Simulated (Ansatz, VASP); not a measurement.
# Cross-check of ZrAlIn (ZrAlIn in the AlB2 type) between VASP and Ansatz

Aim: how closely do two programs agree when they are given the same cell, functional and k mesh? The cell is generated by rule, not measured, and may not be a known phase. The cell is taken from a series of runs on this material, whose earlier steps may have relaxed, scaled, displaced or heated it; both programs get it as it stands.

Main program and level: Ansatz 0.2.0; plane waves, with VASP 6.6.1 beside it; single point at PBEsol.

The structure was built from a prototype and need not be the compound's stable phase.

## (1) Starting point

The structure is hexagonal, space group P-6m2 (No. 187). The conventional cell has a = 4.170 Å, b = 4.170 Å, c = 4.379 Å, α = 90.00°, β = 90.00°, γ = 120.00°. Zr has 6 Al at 3.25 Å and 6 In at 3.25 Å nearest. Nearest to Al lie 3 In at 2.41 Å and 6 Zr at 3.25 Å. Nearest to In lie 3 Al at 2.41 Å and 6 Zr at 3.25 Å. Farther neighbours are not listed.

## (2) Ansatz: single point, PBEsol

Ansatz runs on its PAW soft_1 files.

A single point gives forces, pressure and levels at one fixed geometry, so differences don't come from the geometry; what else differs is listed under the comparison.

Input file input.yaml:

```yaml
crystal:
  lattice:
    - [4.17032, 0.0, 0.0]
    - [-2.08516, 3.61161, 0.0]
    - [0.0, 0.0, 4.37884]
  atoms:
    - { symbol: Zr, position: [0.0, 0.0, 0.0] }
    - { symbol: Al, position: [0.33333333, 0.66666667, 0.5] }
    - { symbol: In, position: [0.66666667, 0.33333333, 0.5] }
kpoints:
  mp_grid: { grid: [6, 6, 4] }
hamiltonian:
  xc: pbesol
  pseudopotentials: { kind: paw, azcp: { folder: soft_1 }, xc_functional: pbe }
scf:
  occupations: { method: gaussian, width: 0.1 }
output:
  forces: true
  stress: true
  eigenvalues: true
```

Command:

```bash
ansatz run input.yaml --threads 4 --pin off --max-ram 12288MiB --backend cpu --events-out ev --progress --plain --runs-dir out
```

Numbers of over 12 decimals in the logs are rounded to 6 here.

The program printed:

```text
Engine: ansatz 0.2.0, x86_64-unknown-linux-gnu
Pseudopotentials: kind: paw
Pseudopotential: Zr, paw, valence charge 12, recommended cutoff 420 eV (normal), soft_1/Zr.paw.azcp
Pseudopotential: Al, paw, valence charge 3, recommended cutoff 420 eV (normal), soft_1/Al.paw.azcp
Pseudopotential: In, paw, valence charge 13, recommended cutoff 420 eV (normal), soft_1/In.paw.azcp
Functional definition: PBEsol
  exchange = pbesol_x
  correlation = pbesol_c
Crystal: 3 atoms, lattice volume = 65.952 Å³
Basis set: ecut = 420 eV, 1257 PW (Γ), exchange–correlation on 60×60×60 points (8 copies of the dense FFT grid, shifted against one another)
Bands: 18, of which v1, the nominal top of the filled ones, is band 14 counted from 1 (13 counted from 0)
Symmetry: 12 space group operations
Space group: P-6m2 (ITA 187), of the structure as read, at distance tolerance 4.0e-5 Å
k-points: 21 of 144 (time reversal used)
Non-local potential: Zr, projectors of the file, l = 0: 3, l = 1: 2, l = 2: 2, l = 3: 1
Non-local potential: Al, projectors of the file, l = 0: 2, l = 1: 2, l = 2: 1
Non-local potential: In, projectors of the file, l = 0: 2, l = 1: 2, l = 2: 2, l = 3: 1
PAW form: soft (Blöchl's): semilocal exchange-correlation on the pseudo side does not see the compensation charge
PAW frozen core: Zr, regenerated for the run's functional, and the local potential with it (the file was generated under x = pbe(κ = 0.804, μ = 0.219515), c = pbe(β = 0.066725))
PAW frozen core: Al, regenerated for the run's functional, and the local potential with it (the file was generated under x = pbe(κ = 0.804, μ = 0.219515), c = pbe(β = 0.066725))
PAW frozen core: In, regenerated for the run's functional, and the local potential with it (the file was generated under x = pbe(κ = 0.804, μ = 0.219515), c = pbe(β = 0.066725))
PAW one-centre angular grid: Zr, 590 points (default); XC on 64 Gauss nodes
PAW one-centre angular grid: Al, 110 points (default); XC on 64 Gauss nodes
PAW one-centre angular grid: In, 590 points (default); XC on 64 Gauss nodes
Initial density: superposition of atomic densities (chi_scale 0.1, normalization cell, long waves kept (reshape's long-wave potential 0.00 eV rms))
Initial wavefunctions: pseudopotential atomic-orbital guess
Functional: x = pbesol(κ = 0.804, μ = 0.123457), c = pbesol(β = 0.046)
SCF iter   1: F=—  HF=-10178.770122 eV  |F-HF|=—  |Δ(HF+E_count)|=         —  Δρ=3.70e-2  dr2=1.10e0  ethr=3.10e-3  ⟨swp⟩=5.4  Hψ=1979  notcnv=0
preconditioner: auto → Resta (q_TF=auto, 2.365 Å⁻¹)  ε∞=5.2  [insulator: Δε(μ)=0.207 eV  Ē_g=9.924 eV  σ=0.100 eV  W_gap=0.73  n_scr=20 (ndim 8)  ℏωp=20.4 eV  f_vac=0.000  D(μ)=0.85/eV (n_scr^D=2)  ε∞_Penn≈5.2]
SCF iter   2: F=—  HF=-10178.362053 eV  |F-HF|=—  |Δ(HF+E_count)|=   4.08e-1  Δρ=1.63e-2  dr2=1.51e-1  ethr=3.10e-3  ⟨swp⟩=2.0  Hψ=840  notcnv=0
SCF iter   3: F=—  HF=-10178.337873 eV  |F-HF|=—  |Δ(HF+E_count)|=   2.42e-2  Δρ=6.34e-3  dr2=1.82e-2  ethr=5.39e-4  ⟨swp⟩=2.6  Hψ=659  notcnv=0
SCF iter   4: F=—  HF=-10178.336106 eV  |F-HF|=—  |Δ(HF+E_count)|=   1.77e-3  Δρ=8.83e-4  dr2=8.25e-4  ethr=6.50e-5  ⟨swp⟩=2.7  Hψ=569  notcnv=0
SCF iter   5: F=—  HF=-10178.335933 eV  |F-HF|=—  |Δ(HF+E_count)|=   1.73e-4  Δρ=2.44e-4  dr2=3.65e-5  ethr=2.95e-6  ⟨swp⟩=2.0  Hψ=459  notcnv=0
SCF iter   6: F=—  HF=-10178.335933 eV  |F-HF|=—  |Δ(HF+E_count)|=   5.10e-7  Δρ=3.62e-5  dr2=5.96e-7  ethr=1.30e-7  ⟨swp⟩=2.3  Hψ=557  notcnv=0
SCF iter   7: F=-10178.335933 eV  HF=-10178.335933 eV  |F-HF|=9.72e-9  |Δ(HF+E_count)|=   1.07e-8  Δρ=5.04e-6  dr2=2.00e-8  ethr=3.57e-10  ⟨swp⟩=5.1  Hψ=1782  notcnv=0
SCF 1 converged in 7 iterations: F = -10178.335933 eV  dr2 = 2.00e-8
  greatest PAW one-centre occupation: 0.994 electrons in one spin orbital (limit 2), on the Zr atom at site 0 (counted from 0), in its partial waves of l = 0
SCF converged after 7 iterations
Free energy (F): -10178.335933 eV
Harris-Foulkes:  -10178.335933 eV  (|F-HF|=9.72e-9)
Internal energy: -10178.330865 eV  (E = F + TS)
E sigma→0 (E₀):  -10178.333399 eV
Entropy (-TS):   -0.005068 eV (-1.689 meV/atom)
Fermi energy:    10.984248 eV
--- Per-component energies (eV) ---
  E_band       = -142.477014
  E_kinetic    = 557.802995
  E_local      = -1841.366619  (includes V_loc(G=0)·N_el)
  E_nonlocal   = 413.810249
  E_hartree    = 702.631457
  E_xc         = -333.286347
  E_vxc        = -301.976855  (∫ρ·V_xc dr)
  E_paw        = -7504.148638  (= ΣΔE_a)
  E_vpaw       = -376.009273  (= ΣTr[D̂ρ^β])
  E_aug_tail   = 0.000094  (compensation charges beyond the density's cutoff)
  E_ewald      = -2174.194819
  E_core_change = 0.420764  (= ΣΔE_core)
  E_smearing   = -0.005068  (= −TS)
  E_closure    = 0.000000  (closes the sum)
  Σ components = -10178.335933   (vs F -10178.335933, Δ=0.00e0)
--- Forces (eV/Å), atoms counted from 1 ---
  atom   1  Zr     0.00000000     0.00000000    -0.00000000
  atom   2  Al     0.00000000     0.00000000    -0.00000000
  atom   3  In    -0.00000000    -0.00000000     0.00000000
  max |Σ_I F_I| component: 2.31e-17 eV/Å
--- Stress (GPa, compression-positive) ---
        7.450702       0.000000      -0.000000
        0.000000       7.450702      -0.000000
       -0.000000      -0.000000     -18.055702
  P = ⅓ Tr σ = -1.0514 GPa (-10.514 kbar)
--- Band table (eV; the first three rows and the last of 21) ---
  k-point 0: bands = [... 10 lower, 9.6190, 9.8107, 9.8396, 9.8396, 11.8978, 11.8978, 13.8852, 13.9855]
  k-point 1: bands = [... 10 lower, 7.3193, 10.2343, 10.2343, 11.1898, 11.2127, 11.2127, 13.2857, 13.2857]
  k-point 2: bands = [... 10 lower, 5.9285, 10.6630, 10.6630, 11.1960, 11.1960, 11.9663, 12.0015, 12.0015]
  k-point 20: bands = [... 10 lower, 5.2622, 7.5680, 8.9535, 9.1611, 12.1363, 12.6596, 13.2613, 13.5126]
```

The run ends at a pressure of -1.05 GPa.

## (3) VASP: single point, PBEsol

The same cell, functional, mesh and smearing now go to VASP, with its own data sets.

Lines of VASP's logs that name or quote its potential files are left out, and so is its time.

Input file INCAR:

```
SYSTEM = ZrAlIn
PREC = Accurate
ENCUT = 500
EDIFF = 1E-06
NELM = 120
ISMEAR = 0
SIGMA = 0.1
LREAL = .FALSE.
ALGO = Normal
GGA = PS
NBANDS = 20
LASPH = .TRUE.
LORBIT = 11
LWAVE = .FALSE.
LCHARG = .FALSE.
ISIF = 2
GGA_COMPAT = .FALSE.
```

Input file POSCAR:

```
ZrAlIn
1.0
    4.1703200000      0.0000000000      0.0000000000
   -2.0851600000      3.6116100000      0.0000000000
    0.0000000000      0.0000000000      4.3788400000
Zr Al In
1 1 1
Direct
    0.0000000000      0.0000000000      0.0000000000
    0.3333333333      0.6666666667      0.5000000000
    0.6666666667      0.3333333333      0.5000000000
```

Input file KPOINTS:

```
Automatic mesh
0
Gamma
6 6 4
0 0 0
```

Potentials, in the order of the species: Zr_sv, Al and In_d (PBE family, release 64).

Command:

```bash
mpirun -np 1 vasp_std
```

The program printed:

```text
[banner, memory and clock lines left out]
running    1 mpi-ranks, on    1 nodes
 distrk:  each k-point on    1 cores,    1 groups
 distr:  one band on    1 cores,    1 groups

 POSCAR found type information on POSCAR ZrAlIn
 POSCAR found :  3 types and       3 ions
|                                                                             |
|               ----> ADVICE to this user running VASP <----                  |
|                                                                             |
|     You enforced a specific xc type in the INCAR file but a different       |
|     [... a line on the potential file left out ...]
|     I HOPE YOU KNOW WHAT YOU ARE DOING!                                     |
|                                                                             |

 LDA part: xc-table for (Slater+PW92), standard interpolation
 POSCAR, INCAR and KPOINTS ok, starting setup
 FFT: planning ... GRIDC
 FFT: planning ... GRID_SOFT
 FFT: planning ... GRID
 WAVECAR not read
 entering main loop
       N       E                     dE             d eps       ncg     rms          rms(c)
DAV:   1     0.245913214565E+03    0.24591E+03   -0.13656E+04   840   0.159E+03
DAV:   2     0.785799824492E+00   -0.24513E+03   -0.23760E+03   856   0.405E+02
DAV:   3    -0.164039911610E+02   -0.17190E+02   -0.16887E+02  1092   0.114E+02
DAV:   4    -0.175002933282E+02   -0.10963E+01   -0.10884E+01  1468   0.216E+01
DAV:   5    -0.175157933345E+02   -0.15500E-01   -0.15493E-01  1112   0.240E+00    0.104E+01
DAV:   6    -0.158790108407E+02    0.16368E+01   -0.45278E+00   924   0.126E+01    0.369E+00
DAV:   7    -0.158370878504E+02    0.41923E-01   -0.49091E-01  1420   0.582E+00    0.138E+00
DAV:   8    -0.158257263032E+02    0.11362E-01   -0.18135E-02  1160   0.122E+00    0.779E-01
DAV:   9    -0.158219762453E+02    0.37501E-02   -0.47706E-03  1248   0.550E-01    0.167E-01
DAV:  10    -0.158219119415E+02    0.64304E-04   -0.43871E-04  1028   0.167E-01    0.551E-02
DAV:  11    -0.158219125896E+02   -0.64816E-06   -0.33269E-05  1216   0.459E-02    0.145E-02
DAV:  12    -0.158219105190E+02    0.20706E-05   -0.29674E-06   908   0.162E-02    0.510E-03
DAV:  13    -0.158219103997E+02    0.11935E-06   -0.40577E-07   552   0.490E-03
   1 F= -.15821910E+02 E0= -.15819377E+02  d E =-.506692E-02
```

Parts of OUTCAR (step 3):

```text
ion  position               nearest neighbor table
   1  0.000  0.000  0.000-   2 3.25   3 3.25   2 3.25   3 3.25   3 3.25   3 3.25   2 3.25   2 3.25
                             3 3.25   3 3.25   2 3.25   2 3.25
   2  0.333  0.667  0.500-   3 2.41   3 2.41   3 2.41   1 3.25   1 3.25   1 3.25   1 3.25   1 3.25
                             1 3.25
   3  0.667  0.333  0.500-   2 2.41   2 2.41   2 2.41   1 3.25   1 3.25   1 3.25   1 3.25   1 3.25
                             1 3.25

  LATTYP: Found a hexagonal cell.
 ALAT       =     4.1703200000
 C/A-ratio  =     1.0500009592

 Subroutine GETGRP returns: Found 12 space group operations
 (whereof 12 operations were pure point group operations)

The static configuration has the point symmetry D_3h.

 Found     21 irreducible k-points:

   k-points           NKPTS =     21   k-points in BZ     NKDIM =     21   number of bands    NBANDS=     20

   dimension x,y,z NGX =    30 NGY =   30 NGZ =   32
   dimension x,y,z NGXF=    60 NGYF=   60 NGZF=   64

   ENCUT  =  500.0 eV  36.75 Ry    6.06 a.u.   7.60  7.60  7.98*2*pi/ulx,y,z

   NELECT =      28.0000    total number of electrons

 k-points in reciprocal lattice and weights: Automatic mesh
   0.00000000  0.00000000  0.00000000       0.007
   0.16666667  0.00000000  0.00000000       0.042
   0.33333333  0.00000000  0.00000000       0.042
   0.50000000  0.00000000  0.00000000       0.021
   0.16666667  0.16666667  0.00000000       0.042
   0.33333333  0.16666667  0.00000000       0.083
   0.33333333  0.33333333  0.00000000       0.014
   0.00000000  0.00000000  0.25000000       0.014
   0.16666667  0.00000000  0.25000000       0.083
[...]
0.33333333  0.16666667  0.50000000       0.083
   0.33333333  0.33333333  0.50000000       0.014

 average (electrostatic) potential at core
       1 -76.3932       2 -72.0115       3 -93.1350

 E-fermi :   8.1644

 k-point     1 :       0.0000    0.0000    0.0000
  band No.  band energies     occupation
    ...
     10      -1.5374      2.00000
     11       6.7984      2.00000
     12       6.9879      2.00000
     13       7.0196      2.00000
     14       7.0196      2.00000
     15       9.0786      0.00000
     16       9.0786      0.00000
     17      11.0668      0.00000
     18      11.1683      0.00000
     19      11.1684      0.00000
    ...

 k-point     2 :       0.1667    0.0000    0.0000
  band No.  band energies     occupation
    ...
     10      -1.2061      2.00000
     11       5.7777      2.00000
     12       6.7565      2.00000
     13       6.9344      2.00000
     14       7.0017      2.00000
     15       9.0083      0.00000
     16       9.5709      0.00000
     17       9.6704      0.00000
     18      10.1396      0.00000
     19      11.2469      0.00000
    ...

 k-point     3 :       0.3333    0.0000    0.0000
  band No.  band energies     occupation
    ...
     10      -0.2284      2.00000
     11       3.5628      2.00000
     12       6.5111      2.00000
     13       6.8420      2.00000
     14       6.8641      2.00000
     15       8.8769      0.00000
     16       9.4427      0.00000
     17       9.7791      0.00000
     18      10.5532      0.00000
     19      11.1273      0.00000
    ...

  Total        3.0727596      3.0727714     -7.4180285      0.0000000      0.0000000      0.0000000
  in kB       74.6465720     74.6468588   -180.2062197      0.0000000      0.0000000      0.0000000
  external PRESSURE =     -10.3042630 kB  Pullay stress =       0.0000000 kB

  energy-cutoff  :      500.00
  volume of cell :       65.95
      direct lattice vectors                 reciprocal lattice vectors
     4.170320000  0.000000000  0.000000000     0.239789752  0.138442412  0.000000000
    -2.085160000  3.611610000  0.000000000     0.000000000  0.276884824  0.000000000
     0.000000000  0.000000000  4.378840000     0.000000000  0.000000000  0.228370984

 POSITION                                       TOTAL-FORCE (eV/Angst)
 -----------------------------------------------------------------------------------
      0.00000      0.00000      0.00000        -0.000000     -0.000000      0.000000
     -0.00000      2.40774      2.18942        -0.000000     -0.000000      0.000000
      2.08516      1.20387      2.18942         0.000000      0.000000      0.000000
 -----------------------------------------------------------------------------------
    total drift:                                0.000001     -0.000075      0.000000

  FREE ENERGIE OF THE ION-ELECTRON SYSTEM (eV)
  ---------------------------------------------------
  free  energy   TOTEN  =       -15.8219103997 eV

  energy  without entropy=      -15.8168434818  energy(sigma->0) =      -15.81937694

 total charge
# of ion       s       p       d       tot
------------------------------------------
    1        2.114   5.934   1.542   9.589
    2        0.419   0.441   0.000   0.861
    3        0.902   1.098   9.842  11.842
--------------------------------------------------
tot          3.436   7.473  11.383  22.292

[... 3 further parts left out ...]
```

The run ends at a pressure of -1.03 GPa.

## (4) Comparison

Known differences besides the potentials themselves: the cutoff is 420 eV in Ansatz and 500 eV in VASP; Ansatz makes its cores anew for this functional, VASP keeps those of its PBE data sets. Total energies have different zeros and are not compared.

Compared:

| quantity | Ansatz | VASP | difference |
| --- | --- | --- | --- |
| pressure (GPa) | -1.05 | -1.03 | -0.02 |

## (5) Outcome

```json
{
  "difference in pressure (single point, PBEsol)": "-0.021 GPa"
}
```

**Reading.** The difference in pressure is -0.021 GPa (single point, PBEsol), within the 1 GPa picked in this series as the mark of a large difference. Such differences can come from data sets, numerical settings and the points named under the comparisons, not from the functional's error against experiment.

[Lines on the potential files, build, host, timing and source positions are cut from VASP's logs without a mark.]

[Logs are printed without paths, hosts, clocks, repeated set-up lines and the standing remarks that a program may print on its own settings, such as how far it seeks lower states.]

[Hosts, paths, dates, database ids (printed as entryN), source tags and the programs' standing remarks are cut or masked in the printed files.]
